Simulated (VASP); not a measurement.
Input:

```
CELL_PARAMETERS angstrom
      1.20715    -2.09084     0.00000
      1.20715     2.09084     0.00000
      0.00000     0.00000     5.46885
ATOMIC_POSITIONS crystal
  C  0.00000 0.00000 0.25000
  C  0.00000 0.00000 0.75000
  C  0.33333 0.66667 0.25000
  C  0.66667 0.33333 0.75000
```

The numbers are results of LDA (Ceperley-Alder, Perdew-Zunger), VASP's LDA PAW potentials (set 64) (plane waves; VASP), not measurements. Run with 620 eV cut-off, 10×10×4 Γ-centred mesh, Gaussian smearing of 0.050 eV, potentials C.

Energy and stress use the plane-wave basis of the starting cell.

### Question
The ions, cell shape and volume at an external pressure of 30.0 GPa are relaxed. Predict the relaxed structure.

### Answer

```
CELL_PARAMETERS angstrom
      1.20111    -2.08038     0.00000
      1.20111     2.08038     0.00000
      0.00000     0.00000     5.26016
ATOMIC_POSITIONS crystal
  C  0.00000 0.00000 0.25000
  C  0.00000 0.00000 0.75000
  C  0.33333 0.66667 0.25000
  C  0.66667 0.33333 0.75000
```
Space group P6_3/mmc (194), at a tolerance of 0.03 Å.

### Question
How do energy and volume change from the first to the last step?

### Answer
The energy (σ→0) changes by +51.0 meV/atom and the volume by -4.8 %, in 5 ionic steps.

| step | E(σ→0) (eV) | max force (eV/Å) | pressure (GPa) | volume (Å³) |
|---|---|---|---|---|
| 1 | -40.1549 | 0.000 | 20.27 | 27.61 |
| 2 | -39.8105 | 0.000 | 48.41 | 25.97 |
| 3 | -40.0589 | 0.000 | 29.96 | 26.99 |
| 4 | -39.9939 | 0.000 | 29.93 | 26.54 |
| 5 | -39.9508 | 0.000 | 29.99 | 26.29 |

The compound is C in the graphite structure. This run relaxes it under an external pressure of 30 GPa. Symmetry was kept, so distortions that lower it aren't found.
